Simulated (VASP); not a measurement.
All values below come from PBE GGA with spin-orbit coupling, VASP's PBE PAW potentials (set 64) (plane waves; VASP 6.6.1).

VASP input:

File POSCAR:
```
BaTiO3
1
    4.0000000000     0.0000000000     0.0000000000
    0.0000000000     4.0000000000     0.0000000000
    0.0000000000     0.0000000000     4.0000000000
Ba Ti O
1 1 3
Direct
  0.0000000000   0.0000000000   0.0000000000
  0.5000000000   0.5000000000   0.5000000000
  0.5000000000   0.0000000000   0.5000000000
  0.0000000000   0.5000000000   0.5000000000
  0.5000000000   0.5000000000   0.0000000000
```

**INCAR**
```
LMAXMIX=4
LWAVE=.FALSE.
LSORBIT=.TRUE.
ISIF=2   # forces and stress, cell fixed
SIGMA=0.01   # width (eV)
LORBIT=11   # lm-projected
ISMEAR=-1
SYSTEM=BaTiO3
GGA_COMPAT=.FALSE.
GGA=PE
ALGO=Normal   # blocked Davidson
LASPH=.TRUE.
LNONCOLLINEAR=.TRUE.
LREAL=.FALSE.   # projection in real space or not
MAGMOM=15*0.0
NELM=100   # most electronic steps
LCHARG=.FALSE.
PREC=Accurate
ENCUT=400   # plane-wave cut-off (eV)
EDIFF=1E-6   # SCF stop (eV)
```

**KPOINTS**
```
Automatic mesh
0
Gamma
7 7 7
0 0 0
```

POTCAR, in this order: Ba_sv Ti_sv O (PBE.64 set). Program: vasp_ncl.

The resulting files:

**OSZICAR**
```
       N       E                     dE             d eps       ncg     rms          rms(c)
DAV:   1     0.451444026363E+03    0.45144E+03   -0.17444E+04  1920   0.150E+03
DAV:   2     0.796555624390E+01   -0.44348E+03   -0.42443E+03  2344   0.463E+02
DAV:   3    -0.473312638462E+02   -0.55297E+02   -0.54928E+02  2584   0.169E+02
DAV:   4    -0.509068125067E+02   -0.35755E+01   -0.35715E+01  2752   0.388E+01
DAV:   5    -0.510933237155E+02   -0.18651E+00   -0.18647E+00  2744   0.692E+00    0.233E+01
DAV:   6    -0.400919131686E+02    0.11001E+02   -0.62172E+01  2824   0.763E+01    0.971E+00
DAV:   7    -0.403648140378E+02   -0.27290E+00   -0.11088E+01  2600   0.255E+01    0.636E+00
DAV:   8    -0.401950761435E+02    0.16974E+00   -0.79796E-01  2680   0.906E+00    0.303E+00
DAV:   9    -0.402116358973E+02   -0.16560E-01   -0.24742E-01  2688   0.359E+00    0.101E+00
DAV:  10    -0.402093615639E+02    0.22743E-02   -0.55186E-02  2608   0.227E+00    0.407E-01
DAV:  11    -0.402076823264E+02    0.16792E-02   -0.54681E-03  2744   0.806E-01    0.803E-02
DAV:  12    -0.402076725636E+02    0.97628E-05   -0.43584E-04  2344   0.165E-01    0.351E-02
DAV:  13    -0.402076782504E+02   -0.56867E-05   -0.30101E-04  2512   0.221E-01    0.438E-02
DAV:  14    -0.402076555965E+02    0.22654E-04   -0.11518E-04  2640   0.114E-01    0.756E-03
DAV:  15    -0.402076579850E+02   -0.23885E-05   -0.19569E-05  2648   0.519E-02    0.122E-02
DAV:  16    -0.402076562224E+02    0.17626E-05   -0.20272E-06  1936   0.170E-02    0.467E-03
DAV:  17    -0.402076558222E+02    0.40022E-06   -0.72902E-07  1472   0.821E-03
   1 F= -.40207656E+02 E0= -.40207656E+02  d E =-.101872E-10  mag=     0.0000     0.0000     0.0000
```

**OUTCAR**
```
------------------------ aborting loop because EDIFF is reached ----------------------------------------
  FORCE on cell =-STRESS in cart. coord.  units (eV):
  Direction    XX          YY          ZZ          XY          YZ          ZX
  --------------------------------------------------------------------------------------
  Total       -0.2315652     -0.2315652     -0.2315652      0.0000000      0.0000000      0.0000000
  in kB       -5.7970088     -5.7970088     -5.7970088      0.0000000      0.0000000      0.0000000
  external PRESSURE =      -5.7970088 kB  Pullay stress =       0.0000000 kB
  volume of cell :       64.00
      direct lattice vectors                 reciprocal lattice vectors
     4.000000000  0.000000000  0.000000000     0.250000000  0.000000000  0.000000000
     0.000000000  4.000000000  0.000000000     0.000000000  0.250000000  0.000000000
     0.000000000  0.000000000  4.000000000     0.000000000  0.000000000  0.250000000
 POSITION                                       TOTAL-FORCE (eV/Angst)
 -----------------------------------------------------------------------------------
      0.00000      0.00000      0.00000         0.000000      0.000000      0.000000
      2.00000      2.00000      2.00000         0.000000      0.000000      0.000000
      2.00000      0.00000      2.00000         0.000000      0.000000      0.000000
      0.00000      2.00000      2.00000         0.000000      0.000000      0.000000
      2.00000      2.00000      0.00000         0.000000      0.000000      0.000000
 -----------------------------------------------------------------------------------
    total drift:                                0.000000      0.000000      0.000000
  FREE ENERGIE OF THE ION-ELECTRON SYSTEM (eV)
  ---------------------------------------------------
  free  energy   TOTEN  =       -40.2076558222 eV

  energy  without entropy=      -40.2076558222  energy(sigma->0) =      -40.20765582

 total charge

# of ion       s       p       d       tot
------------------------------------------
    1        2.008   5.652   0.332   7.992
    2        2.208   6.270   1.698  10.176
    3        1.590   3.483   0.000   5.072
    4        1.590   3.483   0.000   5.072
    5        1.590   3.483   0.000   5.072
--------------------------------------------------
tot          8.985  22.370   2.030  33.385

 magnetization (x)

# of ion       s       p       d       tot
------------------------------------------
    1       -0.000   0.000   0.000   0.000
    2       -0.000   0.000   0.000   0.000
    3        0.000   0.000   0.000   0.000
    4        0.000   0.000   0.000   0.000
    5        0.000   0.000   0.000   0.000
--------------------------------------------------
tot         -0.000   0.000   0.000   0.000

 magnetization (y)

# of ion       s       p       d       tot
------------------------------------------
    1       -0.000   0.000  -0.000  -0.000
    2       -0.000  -0.000   0.000   0.000
    3        0.000   0.000   0.000   0.000
    4       -0.000   0.000   0.000  -0.000
    5        0.000  -0.000   0.000  -0.000
--------------------------------------------------
tot         -0.000  -0.000   0.000  -0.000

 magnetization (z)

# of ion       s       p       d       tot
------------------------------------------
    1       -0.000  -0.000  -0.000  -0.000
    2        0.000  -0.000  -0.000  -0.000
    3       -0.000   0.000   0.000  -0.000
    4        0.000  -0.000   0.000  -0.000
    5        0.000  -0.000   0.000  -0.000
--------------------------------------------------
tot         -0.000  -0.000  -0.000  -0.000

 Ion:    1  E_soc:     -0.3835751

 Ion:    2  E_soc:     -0.0100419

 Ion:    3  E_soc:     -0.0002523

 Ion:    4  E_soc:     -0.0002523

 Ion:    5  E_soc:     -0.0002523
```
(Selected blocks of OUTCAR.)

At this cut-off the stress carries a Pulay error, which pulls relaxed volumes low.

The structure is a typed BaTiO3 crystal (Pm-3m). The cell was not relaxed at this level. The run is one of a series of settings (GGA_COMPAT = .FALSE., LNONCOLLINEAR = .TRUE., LSORBIT = .TRUE., MAGMOM = 0.0 0.0 0.0 0.0 0.0 0.0 0.0 0.0 0.0 0.0 0.0 0.0 0.0 0.0 0.0, program vasp_ncl against the base run), some of them coarse on purpose.
